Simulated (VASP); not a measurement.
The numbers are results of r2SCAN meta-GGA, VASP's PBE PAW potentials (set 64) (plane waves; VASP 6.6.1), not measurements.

Input for VASP

### INCAR
```
SYSTEM = Ru
PREC = Accurate
ENCUT = 480
EDIFF = 1E-7
NELM = 100
ALGO = Normal
LREAL = .FALSE.
LASPH = .TRUE.
ISMEAR = 1
SIGMA = 0.1
METAGGA = R2SCAN
LMIXTAU = .TRUE.
LMAXMIX = 4
LWAVE = .FALSE.
LCHARG = .FALSE.
ISIF = 2
```

**KPOINTS**
```
Automatic mesh
0
Gamma
14 14 14
0 0 0
```

**POSCAR**
```
Ru
5.0340180
  0.4950495262   0.0000000000   0.0000000000
  0.0000000000   0.5000000214   0.0000000000
  0.0000000000   0.0000000000   0.4950495262
Ru
1
Cartesian
  0.0000000000   0.0000000000   0.0000000000
```

POTCAR, in this order: Ru_pv (PBE.64 set). Program: vasp_std.

Output

File OSZICAR:
```
       N       E                     dE             d eps       ncg     rms          rms(c)
DAV:   1     0.838957470586E+02    0.83896E+02   -0.86342E+03  6360   0.128E+03
DAV:   2    -0.277610454159E+02   -0.11166E+03   -0.10684E+03  6651   0.349E+02
DAV:   3    -0.293012478626E+02   -0.15402E+01   -0.15124E+01  7239   0.452E+01
DAV:   4    -0.293070890924E+02   -0.58412E-02   -0.58393E-02  7004   0.304E+00
DAV:   5    -0.293071226443E+02   -0.33552E-04   -0.33552E-04  7167   0.232E-01    0.134E+01
DAV:   6    -0.240359111219E+02    0.52712E+01   -0.59564E+00  6468   0.315E+01    0.158E+00
DAV:   7    -0.242665910561E+02   -0.23068E+00   -0.48619E-01  6426   0.808E+00    0.185E+00
DAV:   8    -0.242425018398E+02    0.24089E-01   -0.96001E-02  6561   0.293E+00    0.581E-01
DAV:   9    -0.242571484802E+02   -0.14647E-01   -0.20581E-02  6486   0.128E+00    0.114E-01
DAV:  10    -0.242581147876E+02   -0.96631E-03   -0.20332E-03  6579   0.395E-01    0.975E-02
DAV:  11    -0.242581933571E+02   -0.78569E-04   -0.36296E-04  6492   0.207E-01    0.207E-02
DAV:  12    -0.242581914966E+02    0.18605E-05   -0.90272E-05  6477   0.949E-02    0.242E-02
DAV:  13    -0.242581851052E+02    0.63914E-05   -0.20554E-05  6420   0.571E-02    0.839E-03
DAV:  14    -0.242582028976E+02   -0.17792E-04   -0.10317E-05  6579   0.248E-02    0.169E-03
DAV:  15    -0.242582055069E+02   -0.26093E-05   -0.22778E-06  6642   0.112E-02    0.714E-04
DAV:  16    -0.242582057428E+02   -0.23589E-06   -0.23458E-07  6480   0.497E-03    0.431E-04
DAV:  17    -0.242582057862E+02   -0.43382E-07   -0.76960E-08  3712   0.302E-03
   1 F= -.24258206E+02 E0= -.24258086E+02  d E =-.359225E-03
```

File OUTCAR:
```
------------------------ aborting loop because EDIFF is reached ----------------------------------------
  FORCE on cell =-STRESS in cart. coord.  units (eV):
  Direction    XX          YY          ZZ          XY          YZ          ZX
  --------------------------------------------------------------------------------------
  Total       -0.1119257     -0.2018462     -0.1119257      0.0000000     -0.0000000      0.0000000
  in kB      -11.4717293    -20.6880490    -11.4717293      0.0000000     -0.0000000      0.0000000
  external PRESSURE =     -14.5438359 kB  Pullay stress =       0.0000000 kB
  volume of cell :       15.63
      direct lattice vectors                 reciprocal lattice vectors
     2.492088226  0.000000000  0.000000000     0.401269903  0.000000000  0.000000000
     0.000000000  2.517009108  0.000000000     0.000000000  0.397296933  0.000000000
     0.000000000  0.000000000  2.492088226     0.000000000  0.000000000  0.401269903
 POSITION                                       TOTAL-FORCE (eV/Angst)
 -----------------------------------------------------------------------------------
      0.00000      0.00000      0.00000         0.000000      0.000000      0.000000
 -----------------------------------------------------------------------------------
    total drift:                                0.000000      0.000000     -0.000000
  FREE ENERGIE OF THE ION-ELECTRON SYSTEM (eV)
  ---------------------------------------------------
  free  energy   TOTEN  =       -24.2582057862 eV

  energy  without entropy=      -24.2578465612  energy(sigma->0) =      -24.25808604
```
(Selected blocks of OUTCAR.)

The structure was generated: Ru was put into the simple-cubic type (Pm-3m), which need not be its known phase. This cell was strained or had an atom moved on purpose.
